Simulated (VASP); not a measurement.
Energy against volume of TiCo (CsCl type). The numbers are results of PBE GGA with D3 dispersion (zero damping), VASP's PBE PAW potentials (set 64) (plane waves; VASP), not measurements. Numerical set-up: 520 eV cut-off, 12×12×12 Γ-centred mesh, first-order Methfessel-Paxton smearing of 0.10 eV, potentials Ti_sv Co.

```json
[
 {"V (Å³/atom)": "12.268", "E (eV/atom)": "-8.24924"},
 {"V (Å³/atom)": "12.647", "E (eV/atom)": "-8.25572"},
 {"V (Å³/atom)": "13.027", "E (eV/atom)": "-8.24866"},
 {"V (Å³/atom)": "13.406", "E (eV/atom)": "-8.22995"}
]
```

Task: Fit these four points and predict the energy of the run at 11.889 Å³/atom.

Result: A cubic in V^(−2/3), the third-order Birch-Murnaghan form, passes through the four points with V0 = 12.63 Å³/atom and B0 = 191 GPa, and gives -8.2271 eV/atom there. The run gave -8.2271 eV/atom, -0.0 meV/atom from the fit; all five points give B0 = 191 GPa.

The compound is TiCo in the CsCl type structure. It was relaxed first, which changed the volume by -6 %. The run is not spin-polarised, so no magnetic state was tried.
